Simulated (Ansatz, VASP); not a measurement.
# CoIBr (1T-CoBrI monolayer) in two plane-wave programs

Wanted: the spread between two codes on one cell, functional and k mesh. The structure shown is the start of the Ansatz relaxation below; VASP solves that cell, so the two are compared at the walk's first step.

Program: Ansatz 0.2.0. Level of theory: plane waves, with VASP 6.6.1 beside it; single point at PBEsol with D3(BJ). Results are calculated unless marked as measured.

### 1. The structure

The cell holds 3 atoms: 1 I, 1 Co and 1 Br. Cell: a = 3.680 Å, b = 3.680 Å, c = 36.363 Å, α = 90.0°, β = 90.0°, γ = 120.0°. Vacuum lies along c.

### 2. Ansatz: relaxation, PBEsol with D3(BJ)

Ansatz runs on its default PAW (the set named soft_2) files.

The two programs are compared at the cell with which this relaxation starts, whose forces are those of its first step.

File input.yaml:

```yaml
crystal:
  lattice:
    - [3.680201, 0.0, 0.0]
    - [-1.8401005, 3.187147557, 0.0]
    - [0.0, 0.0, 36.3626390714]
  atoms:
    - { symbol: I, position: [0.6666666667, 0.3333333333, 0.4633877087] }
    - { symbol: Co, position: [0.0, 0.0, 0.5049295303], spin: 3.0 }
    - { symbol: Br, position: [0.3333333333, 0.6666666667, 0.5366122913] }
  periodic: [true, true, false]
magnetization:
  spin_polarized: true
kpoints:
  mp_grid: { grid: [12, 12, 1] }
hamiltonian:
  xc: pbesol
  dispersion: d3bj
scf:
  occupations: { method: fermi_dirac, width: 0.05 }
  convergence: { dr2_threshold: 1.0e-09 }
relax:
  f_tol: 0.004
  max_steps: 90
  cell: {}
output:
  write_potential: true
  write_density: true
  volumetric_format: npy
```

The run is started by

```
$ ansatz run input.yaml --threads 4 --pin off --max-ram 6144MiB --backend cpu --events-out ev --progress --plain --runs-dir out
```

Numbers of over 12 decimals in the logs are rounded to 6 here.

Output:

```text
Warning: relax.cell: scf.convergence.dr2_threshold = 1e-9 eV is looser than the 1.87099573969e-10 eV advised for a relaxation that steers and ends on the stress (1e-10 eV for each atom of the cell: 3, times the square of relax.cell.stress_2d_tol = 0.05 N/m over 12.7 Å (the atoms' height at the walk's start and 5 Å past either face), 3.949e-2 GPa, over a crystal's default 0.05). What an SCF threshold leaves in a stress goes as its square root, and in the free energy as the threshold itself, and one threshold admits the most on a small cell: [figures from the program's tests cut] Set scf.convergence.dr2_threshold to 1.87099573969e-10 eV or tighter. [rest of the remark cut]
Engine: ansatz 0.2.0, aarch64-unknown-linux-gnu
Pseudopotentials: kind: paw
Pseudopotential: I, paw, valence charge 17, recommended cutoff 420 eV (normal), I.paw.azcp
Pseudopotential: Co, paw, valence charge 17, recommended cutoff 420 eV (normal), Co.paw.azcp
Pseudopotential: Br, paw, valence charge 7, recommended cutoff 420 eV (normal), Br.paw.azcp
Functional definition: PBEsol
  exchange = pbesol_x
  correlation = pbesol_c
Crystal: 3 atoms, lattice volume = 426.510 Å³
Basis set: ecut = 420 eV, 8305 PW (Γ), exchange–correlation on 50×50×500 points (8 copies of the dense FFT grid, shifted against one another)
Bands: 27, of which v1, the nominal top of the filled ones, is band 21 counted from 1 (20 counted from 0)
Symmetry: 6 space group operations
Space group: P3m1 (ITA 156), of the structure as read, at distance tolerance 7.5e-5 Å
Magnetic group: BNS 156.49 (UNI 1279), of the structure as read, at distance tolerance 7.5e-5 Å
k-points: 19 of 144 (time reversal used)
Non-local potential: I, projectors of the file, l = 0: 2, l = 1: 2, l = 2: 2, l = 3: 2
Non-local potential: Co, projectors of the file, l = 0: 3, l = 1: 2, l = 2: 3, l = 3: 1
Non-local potential: Br, projectors of the file, l = 0: 2, l = 1: 2, l = 2: 2
PAW form: soft (Blöchl's): semilocal exchange-correlation on the pseudo side does not see the compensation charge
PAW frozen core: I, regenerated for the run's functional, and the local potential with it (the file was generated under x = pbe(κ = 0.804, μ = 0.219515), c = pbe(β = 0.066725))
PAW frozen core: Co, regenerated for the run's functional, and the local potential with it (the file was generated under x = pbe(κ = 0.804, μ = 0.219515), c = pbe(β = 0.066725))
PAW frozen core: Br, regenerated for the run's functional, and the local potential with it (the file was generated under x = pbe(κ = 0.804, μ = 0.219515), c = pbe(β = 0.066725))
PAW one-centre angular grid: I, 590 points (default); XC on 64 Gauss nodes
PAW one-centre angular grid: Co, 590 points (default); XC on 64 Gauss nodes
PAW one-centre angular grid: Br, 110 points (default); XC on 64 Gauss nodes
Initial density: superposition of atomic densities (neutral atoms: chi_scale 0, normalization atom)
Starting moments: Σ|m| = 3 μB on 1 of 3 sites
Initial wavefunctions: pseudopotential atomic-orbital guess
Functional: x = pbesol(κ = 0.804, μ = 0.123457), c = pbesol(β = 0.046)
iter 1 solved again at ethr=8.65e-4 eV; its pass at ethr=3.10e-3 eV (dr2=3.55e-1 eV) is discarded
SCF iter   1: F=—  HF=-15261.030022 eV  |F-HF|=—  |Δ(HF+E_count)|=         —  Δρ=9.90e-3 (↑5.21e-3 ↓9.90e-3)  dr2=3.63e-1  dr2_m=1.53e-1  M=2.979 μB ∫|m|=2.989 μB  β_m=0.30  ethr=8.65e-4  ⟨swp⟩=1.9  Hψ=11102  notcnv=0
Mixer restart at iter 1: flushing history
preconditioner: auto → LDOS  [metal: Δε(μ)=0.041 eV  Ē_g=10.119 eV  σ=0.050 eV  W_gap=0.20  n_scr=20 (ndim 8)  ℏωp=8.6 eV  f_vac=0.813  D(μ)=5.52/eV (n_scr^D=16)]
spin=Collinear: LDOS preconditioning applied to the charge; magnetization (m = ρ↑ − ρ↓) channel mixes plain (no charge-response kernel on spin).
SCF iter   2: F=—  HF=-15261.569978 eV  |F-HF|=—  |Δ(HF+E_count)|=   5.40e-1  Δρ=6.98e-3 (↑5.83e-3 ↓6.98e-3)  dr2=9.35e-2  dr2_m=1.16e-1  M=2.938 μB ∫|m|=2.951 μB  β_m=0.52  ethr=8.65e-4  ⟨swp⟩=5.5  Hψ=2428  notcnv=0  defer=21
SCF iter   3: F=—  HF=-15262.366848 eV  |F-HF|=—  |Δ(HF+E_count)|=         —  Δρ=2.16e-2 (↑2.08e-2 ↓2.16e-2)  dr2=1.37e-1  dr2_m=1.71e0  M=1.829 μB ∫|m|=1.909 μB  β_m=0.52  ethr=2.28e-4  ⟨swp⟩=5.4  Hψ=2870  notcnv=0  defer=55
[...]
SCF iter   4: F=—  HF=-15262.622242 eV  |F-HF|=—  |Δ(HF+E_count)|=   9.28e-7  Δρ=5.99e-7 (↑5.99e-7 ↓5.21e-7)  dr2=2.29e-9  dr2_m=7.31e-11  M=1.000 μB ∫|m|=1.067 μB  β_m=0.64  ethr=5.24e-11  ⟨swp⟩=3.7  Hψ=2475  notcnv=0
SCF iter   5: F=—  HF=-15262.622242 eV  |F-HF|=—  |Δ(HF+E_count)|=   2.94e-7  Δρ=8.61e-7 (↑8.61e-7 ↓5.16e-7)  dr2=3.28e-9  dr2_m=1.58e-10  M=1.000 μB ∫|m|=1.067 μB  β_m=0.50  ethr=5.59e-12  ⟨swp⟩=3.3  Hψ=2232  notcnv=0
SCF iter   6: F=—  HF=-15262.622242 eV  |F-HF|=—  |Δ(HF+E_count)|=   4.17e-8  Δρ=3.34e-7 (↑3.34e-7 ↓1.21e-7)  dr2=4.62e-10  dr2_m=8.69e-11  M=1.000 μB ∫|m|=1.067 μB  β_m=0.44  ethr=5.59e-12  ⟨swp⟩=3.4  Hψ=2201  notcnv=0
iter 7 met the thresholds in force, and the SCF goes on: an eigenvalue changes by 1.77 meV, over its tolerance of 0.05 meV (output.eigenvalues, Limitations)
SCF iter   7: F=-15262.622242 eV  HF=-15262.622242 eV  |F-HF|=1.38e-8  |Δ(HF+E_count)|=   1.17e-8  Δρ=8.67e-8 (↑5.40e-8 ↓8.67e-8)  dr2=8.01e-11  dr2_m=1.30e-11  M=1.000 μB ∫|m|=1.067 μB  β_m=0.64  ethr=1.13e-12  ⟨swp⟩=14.4  Hψ=7894  notcnv=0
iter 8 met the thresholds in force, and the SCF goes on: an eigenvalue changes by 2.25 meV, over its tolerance of 0.05 meV (output.eigenvalues, Limitations)
SCF iter   8: F=-15262.622242 eV  HF=-15262.622242 eV  |F-HF|=8.80e-10  |Δ(HF+E_count)|=   1.30e-8  Δρ=5.75e-8 (↑5.75e-8 ↓5.02e-8)  dr2=5.83e-11  dr2_m=1.20e-13  M=1.000 μB ∫|m|=1.067 μB  β_m=1.00  ethr=1.00e-12  ⟨swp⟩=10.6  Hψ=6333  notcnv=0
Mixer restart at iter 8: flushing history
iter 9 met the thresholds in force, and the SCF goes on: an eigenvalue changes by 0.09 meV, over its tolerance of 0.05 meV (output.eigenvalues, Limitations)
SCF iter   9: F=-15262.622242 eV  HF=-15262.622242 eV  |F-HF|=4.73e-10  |Δ(HF+E_count)|=  9.39e-10  Δρ=9.38e-8 (↑9.38e-8 ↓8.95e-8)  dr2=4.00e-10  dr2_m=1.26e-13  M=1.000 μB ∫|m|=1.067 μB  β_m=1.00  ethr=1.00e-12  ⟨swp⟩=9.5  Hψ=6092  notcnv=0  κ⁻¹=1.0e0(r=1)
SCF iter  10: F=-15262.622242 eV  HF=-15262.622242 eV  |F-HF|=5.82e-11  |Δ(HF+E_count)|=  2.18e-11  Δρ=4.27e-8 (↑3.72e-8 ↓4.27e-8)  dr2=2.34e-11  dr2_m=4.37e-14  M=1.000 μB ∫|m|=1.067 μB  ethr=1.00e-12  ⟨swp⟩=7.2  Hψ=5380  notcnv=0
SCF 5 converged in 10 iterations: F = -15262.622242 eV  dr2 = 2.34e-11
relax step   5: F+E_penalty+E_count = -15262.62224206 eV  Δ(F+E_penalty+E_count) = +4.346e-4 eV  max|allowed force component| = 1.507e-3 eV/Å  Δτ_max = 0.0000 Å  P = -0.046 N/m  Ω = 417.149 Å³  fix = [c, alpha, beta]  reactions: c -0.000 N/m  stress off target by 4.59e-2 N/m on what of the cell is left free  SCF on the basis re-selected at this cell (its energy is not comparable with the rows above)  (10 SCF iters)
basis re-selected at this cell: Δ(F+E_penalty+E_count) = +4.346e-4 eV, ΔP = -0.001 N/m vs the last step (what re-selecting the basis moved, of the pressure what is left beyond the Pulay correction that the steps carried, after the strain that the cell walked since its last selection, with what the two solves' SCF thresholds leave and, on support functions, any second-order correction that the steps lacked; it is no m [...]
WARN: The output density's exchange-correlation potential varies sharply where the density is thin. Do not read a vacuum level from v_tot or v_xc, or from such a field of the output density. On a cell that repeats whose density bears no net charge and no dipole along the vacuum's axis use v_es (v_loc + v_h of the components); under efield.dipole_correction with no amplitude use v_es + v_field, which holds any externa [...]
SCF converged after 10 iterations
an eigenvalue changed by more than its tolerance at an iteration that met the thresholds in force, so the SCF went on 3 times, its first undamped step at iteration 8: the last check found none over its tolerance
Magnetization: 1.0002 μB (21.0001 up, 19.9999 down)
Absolute magnetization: 1.0671 μB (∫|ρ↑−ρ↓|, with the PAW one-centre terms)
Spin contamination: 0.0319 ħ² per cell (⟨S²⟩ above its minimum at these occupations)
Per-site moments (μB) at R_I (Å): [(0.010845, 1.051758), (0.875553, 1.022865), (0.039654, 1.022865)]
Free energy (F): -15262.622242 eV
Harris-Foulkes:  -15262.622242 eV  (|F-HF|=5.82e-11)
Internal energy: -15262.600544 eV  (E = F + TS)
E sigma→0 (E₀):  -15262.611393 eV
Entropy (-TS):   -0.021698 eV (-7.233 meV/atom)
Fermi energy:    -4.646210 eV
--- Per-component energies (eV) ---
  E_band       = -1302.345398
  E_kinetic    = 776.325555
  E_local      = -109158.792987  (includes V_loc(G=0)·N_el)
  E_nonlocal   = 447.159472
  E_hartree    = 53995.920153
  E_xc         = -544.982834
  E_vxc        = -434.949315  (∫ρ·V_xc dr)
  E_paw        = -8427.150139  (= ΣΔE_a)
  E_vpaw       = -923.928944  (= ΣTr[D̂ρ^β])
  E_aug_tail   = 0.000098  (compensation charges beyond the density's cutoff)
  E_ewald      = 47648.806298
  E_disp       = -0.578991  (pairwise vdW)
  E_core_change = 0.692832  (= ΣΔE_core)
  E_smearing   = -0.021698  (= −TS)
  E_closure    = 0.000000  (closes the sum)
  Σ components = -15262.622242   (vs F -15262.622242, Δ=0.00e0)
--- Forces (eV/Å), atoms counted from 1 ---
  atom   1  I     -0.00000000     0.00000000     0.00150668
  atom   2  Co     0.00000000    -0.00000000    -0.00032084
  atom   3  Br     0.00000000     0.00000000    -0.00118674
  max |Σ_I F_I| component: 8.96e-7 eV/Å
--- 2D stress c σ (N/m, compression-positive) ---
       -0.045881      -0.000000      -0.000000
       -0.000000      -0.045881      -0.000000
       -0.000000      -0.000000      -0.000000
  P = ½ c Tr σ = -0.0459 N/m
--- Band table (eV; the first three rows and the last of 38) ---
  k-point 0 ↑: bands = [... 17 lower, -6.2109, -6.2109, -5.8359, -3.9872, -3.9872, -1.3268, -0.4910, -0.1002, ... 2 higher]
  k-point 1 ↑: bands = [... 17 lower, -6.1647, -5.9409, -5.6764, -4.3309, -4.0729, -1.1148, -0.3022, 0.0660, ... 2 higher]
  k-point 2 ↑: bands = [... 17 lower, -6.1982, -5.7270, -5.5563, -4.8893, -4.2456, -0.6809, 0.0591, 0.3415, ... 2 higher]
  k-point 18 ↓: bands = [... 17 lower, -5.5203, -5.2126, -5.1147, -4.1080, -3.6745, -0.0485, 1.2233, 2.3092, ... 2 higher]
  the weakly bound empty levels are not read free of the cell's end (no_gap_told)
--- Relaxed structure (4 steps of the walk, 3 accepted, 1 SCFs on fresh bases) ---
  F+E_penalty+E_count = -15262.62224206 eV   max|allowed force component| = 1.507e-3 eV/Å   (the final SCF, on the basis selected at the relaxed cell)
  cell:  # Å, volume = 417.1491 Å³
    - [3.639591, -1.5028556953716737e-18, 0]
    - [-1.819796, 3.151979, 0]
    - [0, 0, 36.3626390714]
  atoms:
    - { symbol: I, position: [0.666667, 0.333333, 0.463098] }
    - { symbol: Co, position: [-2.3218438125126284e-18, 0, 0.502813] }
    - { symbol: Br, position: [0.333333, 0.666667, 0.539018] }
```

The column dr2 measures how far the density is from self-consistency, as an energy; F and HF (Harris–Foulkes) agree once it is small.

(Continued in part 2 of 2.)

[Lines on the potential files, build, host, timing and source positions are cut from VASP's logs without a mark.]

[Logs are printed without paths, hosts, clocks, repeated set-up lines and the standing remarks that a program may print on its own settings, such as how far it seeks lower states.]

[Hosts, paths, dates, database ids (printed as entryN), source tags and the programs' standing remarks are cut or masked in the printed files.]
